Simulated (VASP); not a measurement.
# SiBr (P6_3mc) in VASP: a series of runs

The runs below take SiBr through relaxation of cell and atoms, with PBE, LDA.

All numbers are computed with VASP 6.6.1; they aren't measurements. Logs are shortened: lines on timing, memory, paths and dates and some standing lists are left out, and cuts for length are marked.

**1. Starting point**

The structure is hexagonal, space group P6_3mc (No. 186). The conventional cell has a = 3.332 Å, b = 3.332 Å, c = 10.320 Å, α = 90.00°, β = 90.00°, γ = 120.00°. Si (site symmetry 3m) is surrounded by 3 Br at 2.72 Å. Around Br (site symmetry 3m) lie 3 Si at 2.72 Å.

The cell was built by a generator and needn't be a form met in nature.

**2. Relaxation of cell and atoms, PBE**

Contents of INCAR:

```
PREC = Accurate ; ENCUT = 600
EDIFF = 1E-6 ; ISMEAR = 0
SIGMA = 0.05 ; LREAL = False
LASPH = True ; NELM = 60
ALGO = Normal ; ISIF = 3
LWAVE = False ; LCHARG = False
GGA = PE ; IBRION = 2
NSW = 40 ; EDIFFG = -0.02
```

Contents of KPOINTS:

```
Automatic mesh
0
Gamma
  9 9 3
```

Contents of POSCAR:

```
SiBr
1.0
    3.3321000000      0.0000000000      0.0000000000
   -1.6660500000      2.8856800000      0.0000000000
    0.0000000000      0.0000000000     10.3202100000
Si Br
2 2
Direct
    0.3333300000      0.6666700000      0.3433600000
    0.6666700000      0.3333300000      0.8433600000
    0.3333300000      0.6666700000      0.0297800000
    0.6666700000      0.3333300000      0.5297800000
```

Potentials or basis: VASP PAW PBE potentials, release 64 (Si, Br).

Command:

```bash
cat potpaw_PBE.64/Si/POTCAR potpaw_PBE.64/Br/POTCAR > POTCAR
mpirun -np 1 vasp_std > vasp.out
```

OUTCAR:

```text
PREC = Accurate
   ENCUT = 600
   EDIFF = 1E-6
   ISMEAR = 0
   LREAL = False
   LASPH = True
   NELM = 60
   ISIF = 3
   GGA = PE
   IBRION = 2
   NSW = 40
   EDIFFG = -0.02

 ion  position               nearest neighbor table
   1  0.333  0.667  0.343-   4 2.72   4 2.72   4 2.72
   2  0.667  0.333  0.843-   3 2.72   3 2.72   3 2.72
   3  0.333  0.667  0.030-   2 2.72   2 2.72   2 2.72
   4  0.667  0.333  0.530-   1 2.72   1 2.72   1 2.72

  LATTYP: Found a hexagonal cell.
 ALAT       =     3.3321000000
 C/A-ratio  =     3.0972089673

  Lattice vectors:

 A1 = (   3.3321000000,   0.0000000000,   0.0000000000)
 A2 = (  -1.6660500000,   2.8856800000,   0.0000000000)
 A3 = (   0.0000000000,   0.0000000000,  10.3202100000)

Analysis of symmetry for initial positions (statically):
=====================================================================
 Subroutine PRICEL returns:
 Original cell was already a primitive cell.

 Routine SETGRP: Setting up the symmetry group for a
 hexagonal supercell.

 Subroutine GETGRP returns: Found  4 space group operations
 (whereof  2 operations were pure point group operations)
 out of a pool of 24 trial point group operations.

The static configuration has the point symmetry C_1h.
 The point group associated with its full space group is C_2v.

Analysis of symmetry for dynamics (positions and initial velocities):
=====================================================================
 Subroutine PRICEL returns:
 Original cell was already a primitive cell.

 Routine SETGRP: Setting up the symmetry group for a
 hexagonal supercell.

 Subroutine GETGRP returns: Found  4 space group operations
 (whereof  2 operations were pure point group operations)
 out of a pool of 24 trial point group operations.

The dynamic configuration has the point symmetry C_1h.
 The point group associated with its full space group is C_2v.

 Subroutine INISYM returns: Found  4 space group operations
 (whereof  2 operations are pure point group operations),
 and found     1 'primitive' translations

----------------------------------------------------------------------------------------

                                     Primitive cell

  volume of cell :      99.2327

  direct lattice vectors                    reciprocal lattice vectors
[... 113 lines left out ...]
  Fermi-wavevector in a.u.,A,eV,Ry     =   0.990826  1.872390 13.357337  0.981737
  Thomas-Fermi vector in A             =   2.122524
   LORBIT       =      0    0 simple, 1 ext, 2 COOP (PROOUT), +10 PAW based schemes
   GGA     = PE    functional components
   LHFCALC =     F    Hartree Fock is set to
   AEXX    =    0.0000 exact exchange contribution
   IVDW    =     0    specifies the selected vdW correction
   LEPSILON=     F    determine dielectric tensor
   LRPA    =     F    only Hartree local field effects (RPA)
 conjugate gradient relaxation of ions
 non-spin polarized calculation
 Gauss-broadening in eV      SIGMA  =   0.05
  energy-cutoff  :      600.00
  volume of cell :       99.23
 maximum number of plane-waves:      3365
   NGX = 13   NGY = 13   NGZ = 41

--------------------------------------- Ionic step        1  -------------------------------------------

 number of electron      21.9999999 magnetization

 Free energy of the ion-electron system (eV)
  ---------------------------------------------------
  ext. energy  EPLUGINS =         0.00000000
  ---------------------------------------------------
  free energy    TOTEN  =       -12.12226043 eV

  energy without entropy =      -12.12044553  energy(sigma->0) =      -12.12135298

------------------------ aborting loop because EDIFF is reached ----------------------------------------

  FORCE on cell =-STRESS in cart. coord.  units (eV):
  Direction    XX          YY          ZZ          XY          YZ          ZX
  --------------------------------------------------------------------------------------
  -------------------------------------------------------------------------------------
  Total       -0.0725699     -0.0725554      0.2213925      0.0000125      0.0000000      0.0000000
  in kB       -1.1716899     -1.1714544      3.5745279      0.0002016      0.0000000      0.0000000
  external PRESSURE =       0.4104612 kB  Pullay stress =       0.0000000 kB
[... 215 lines left out ...]
--------------------------------------- Ionic step        7  -------------------------------------------

 number of electron      21.9999999 magnetization

 Free energy of the ion-electron system (eV)
  ---------------------------------------------------
  ext. energy  EPLUGINS =         0.00000000
  ---------------------------------------------------
  free energy    TOTEN  =       -12.12431741 eV

  energy without entropy =      -12.12282276  energy(sigma->0) =      -12.12357009

 E-fermi :   4.1185     XC(G=0):  -9.0789

 val. band max:        4.0612225288   @ k =   0.2222   0.2222   0.0000
 cond. band min:       4.1387427558   @ k =  -0.4444   0.3333   0.0000
 fundamental gap:      0.0775202270
 Fermi energy:         4.1184800866

 k-point     1 :       0.0000    0.0000    0.0000
  band No.  band energies     occupation
      1     -12.7302      2.00000
      2     -12.6807      2.00000
      3      -5.2688      2.00000
      4      -4.4327      2.00000
      5      -0.8897      2.00000
      6       1.6926      2.00000
      7       2.6357      2.00000
      8       2.6358      2.00000
      9       2.6620      2.00000
     10       2.6621      2.00000
     11       4.7445      0.00000
     12       7.2297      0.00000
     13       8.4636      0.00000
     14       8.4636      0.00000
[... 401 lines left out ...]
      2     -11.3626      2.00000
      3      -3.3587      2.00000
      4      -3.2452      2.00000
      5      -1.2825      2.00000
      6      -0.8136      2.00000
      7      -0.6046      2.00000
      8      -0.4021      2.00000
      9       0.6594      2.00000
     10       1.4199      2.00000
     11       3.2539      2.00000
     12       3.9154      2.00000
     13       4.7581      0.00000
     14       5.2625      0.00000
     15       6.6442      0.00000

 [... further k-points ...]

------------------------ aborting loop because EDIFF is reached ----------------------------------------

  FORCE on cell =-STRESS in cart. coord.  units (eV):
  Direction    XX          YY          ZZ          XY          YZ          ZX
  --------------------------------------------------------------------------------------
  -------------------------------------------------------------------------------------
  Total        0.0562082      0.0562035      0.0686398     -0.0000040      0.0000000      0.0000000
  in kB        0.9007199      0.9006445      1.0999330     -0.0000635      0.0000000      0.0000000
  external PRESSURE =       0.9670991 kB  Pullay stress =       0.0000000 kB
[... 19 lines left out ...]
  FREE ENERGIE OF THE ION-ELECTRON SYSTEM (eV)
  ---------------------------------------------------
  free  energy   TOTEN  =       -12.1243174085 eV

  energy  without entropy=      -12.1228227632  energy(sigma->0) =      -12.12357009

 reached required accuracy - stopping structural energy minimisation
```

OSZICAR:

```text
N       E                     dE             d eps       ncg     rms          rms(c)
DAV:   1     0.112345853180E+03    0.11235E+03   -0.98822E+03  1500   0.137E+03
[... 50 lines left out ...]
       N       E                     dE             d eps       ncg     rms          rms(c)
DAV:   1    -0.121266894699E+02   -0.29642E-02   -0.29589E-01  1500   0.312E+00    0.311E-01
DAV:   2    -0.121250834173E+02    0.16061E-02   -0.14008E-02  1549   0.784E-01    0.137E-01
DAV:   3    -0.121244220529E+02    0.66136E-03   -0.20675E-03  1745   0.259E-01    0.810E-02
DAV:   4    -0.121243509946E+02    0.71058E-04   -0.10442E-04  1766   0.703E-02    0.690E-02
DAV:   5    -0.121243172243E+02    0.33770E-04   -0.97139E-05  1808   0.593E-02    0.809E-03
DAV:   6    -0.121243174085E+02   -0.18421E-06   -0.71377E-06  1619   0.174E-02
   7 F= -.12124317E+02 E0= -.12123570E+02  d E =-.892312E-03
```

Wall time 2.4 min (1 thread of Intel Xeon 6975P-C (Granite Rapids), shared host); peak memory 0.3 GiB.

What came out:

* Free energy: -12.1243 eV
* Relaxed volume: 25.00 Å³/atom
* Relaxed cell: a = 3.321 Å, b = 3.321 Å, c = 10.465 Å, α = 90.00°, β = 90.00°, γ = 120.00°
* Space group after relaxing (to 0.05 Å): P6_3mc (No. 186)
* Energy gained by relaxing: 0.5 meV/atom
* Ionic steps: 7
* Pressure after relaxing: 0.1 GPa
* Band gap on the k mesh: none (metal or under the smearing width)

The path:
```
step  energy change (eV)  largest force (eV/Å)  pressure (GPa)  volume (Å³)
   1              0.0000                0.0013            0.04        99.23
   2             -0.0005                0.0288           -0.02        99.32
   3             -0.0006                0.0439           -0.05        99.37
   4             -0.0009                0.0337            0.03        99.30
   5             -0.0012                0.0160            0.18        99.17
   6             -0.0015                0.0122            0.16        99.37
   7             -0.0021                0.0006            0.10        99.98
```

Final structure:
```yaml
crystal:
  lattice:
    - [3.32144, 0.00000, 0.00000]
    - [-1.66072, 2.87645, 0.00000]
    - [0.00000, 0.00000, 10.46492]
  atoms:
    - { symbol: Si, position: [0.33333, 0.66667, 0.34484] }
    - { symbol: Si, position: [0.66667, 0.33333, 0.84484] }
    - { symbol: Br, position: [0.33333, 0.66667, 0.02830] }
    - { symbol: Br, position: [0.66667, 0.33333, 0.52830] }
```

Caveat: this functional lacks dispersion, which binds the layers, so the pressure and a relaxed spacing across them are unreliable.

**3. Relaxation of cell and atoms, LDA**

Contents of INCAR:

```
  PREC = Accurate
  ENCUT = 600
  EDIFF = 1E-6
  ISMEAR = 0
  SIGMA = 0.05
  LREAL = F
  LASPH = T
  NELM = 60
  ALGO = Fast
  ISIF = 3
  LWAVE = F
  LCHARG = F
  GGA = CA
  IBRION = 2
  NSW = 40
  EDIFFG = -0.005
```

Contents of KPOINTS:

```
regular mesh
0
Gamma
  9 9 3
```

POSCAR is that of step 2.

Potentials or basis: VASP PAW LDA potentials, release 64 (Si, Br).

Command:

```bash
cat potpaw_LDA.64/Si/POTCAR potpaw_LDA.64/Br/POTCAR > POTCAR
mpirun -np 1 vasp_std > vasp.out
```

Wall time 15 min (1 thread of Intel Xeon 6975P-C (Granite Rapids), shared host); peak memory 0.27 GiB.

It converged, with:

```
Free energy                            : -14.9335 eV
Relaxed volume                         : 23.48 Å³/atom
Relaxed cell                           : a = 3.275 Å, b = 3.275 Å, c = 10.111 Å, α = 90.00°, β = 90.00°, γ = 120.00°
Space group after relaxing (to 0.05 Å) : P6_3mc (No. 186)
Energy gained by relaxing              : 116.5 meV/atom
Ionic steps                            : 39
Pressure after relaxing                : 0.0 GPa
Band gap on the k mesh                 : none (metal or under the smearing width)
```

Step by step:
| step | energy change (eV) | largest force (eV/Å) | pressure (GPa) | volume (Å³) |
| --- | --- | --- | --- | --- |
| 1 | 0.0000 | 0.1167 | -3.35 | 99.23 |
| 2 | -0.0803 | 0.2987 | -0.03 | 91.97 |
| 3 | -0.0804 | 0.2870 | -0.12 | 92.15 |
| 4 | -0.0932 | 0.1326 | -0.03 | 91.01 |
| 5 | -0.0942 | 0.0819 | 0.01 | 90.62 |
| 6 | -0.0991 | 0.0685 | -0.06 | 90.39 |
| 7 | -0.1101 | 0.0480 | -0.21 | 89.68 |
| 8 | -0.1256 | 0.1298 | -0.19 | 88.19 |
| 9 | -0.0901 | 0.3854 | 2.14 | 84.98 |
| 10 | -0.1262 | 0.2062 | 0.18 | 87.46 |
| 11 | -0.1292 | 0.1977 | 0.14 | 87.36 |
| 12 | -0.1380 | 0.1909 | 0.10 | 87.08 |
| 13 | -0.1581 | 0.2343 | 0.19 | 86.51 |
| 14 | -0.2101 | 0.3290 | 1.41 | 85.35 |
| 15 | 0.5310 | 2.9622 | 12.38 | 82.96 |
| 16 | -0.2048 | 0.3281 | 1.50 | 85.28 |
| 17 | -0.1663 | 0.1412 | 4.09 | 84.29 |
| 18 | -0.2078 | 0.3022 | 1.82 | 85.10 |
| 19 | -0.2086 | 0.2450 | 2.28 | 84.90 |
| 20 | -0.2113 | 0.2155 | 2.42 | 84.89 |
| 21 | -0.2136 | 0.1449 | 2.74 | 84.87 |
| 22 | -0.2207 | 0.1467 | 2.65 | 84.99 |
| 23 | -0.2413 | 0.1491 | 2.38 | 85.37 |
| 24 | -0.2786 | 0.1505 | 1.85 | 86.11 |
| 25 | -0.3371 | 0.1553 | 0.94 | 87.62 |
| 26 | -0.4114 | 0.1669 | -0.17 | 90.63 |
| 27 | -0.4502 | 0.2080 | -0.39 | 96.72 |
| 28 | -0.4526 | 0.1099 | -0.47 | 95.72 |
| 29 | -0.4603 | 0.0854 | -0.71 | 95.07 |
| 30 | -0.4606 | 0.1274 | -0.80 | 94.92 |
| 31 | -0.4647 | 0.0615 | -0.25 | 93.77 |
| 32 | -0.4652 | 0.0220 | 0.08 | 93.11 |
| 33 | -0.4652 | 0.0266 | 0.05 | 93.18 |
| 34 | -0.4652 | 0.0283 | 0.03 | 93.21 |
| 35 | -0.4654 | 0.0263 | 0.03 | 93.26 |
| 36 | -0.4657 | 0.0209 | 0.02 | 93.40 |
| 37 | -0.4661 | 0.0085 | 0.00 | 93.70 |
| 38 | -0.4659 | 0.0174 | -0.01 | 94.28 |
| 39 | -0.4662 | 0.0013 | -0.01 | 93.92 |

Final structure:
```yaml
crystal:
  lattice:
    - [3.27499, -0.00001, 0.00000]
    - [-1.63750, 2.83622, 0.00000]
    - [0.00000, 0.00000, 10.11135]
  atoms:
    - { symbol: Si, position: [0.33333, 0.66667, 0.29638] }
    - { symbol: Si, position: [0.66667, 0.33333, 0.79638] }
    - { symbol: Br, position: [0.33333, 0.66667, 0.07676] }
    - { symbol: Br, position: [0.66667, 0.33333, 0.57676] }
```

Levels at points of the mesh, in eV from the Fermi level:
```csv
k point,band 8,band 9,band 10,band 11,band 12,band 13,band 14,band 15
"(0.00, 0.00, 0.00)",-0.21,-0.16,-0.16,1.56,5.59,5.59,5.65,5.92
```
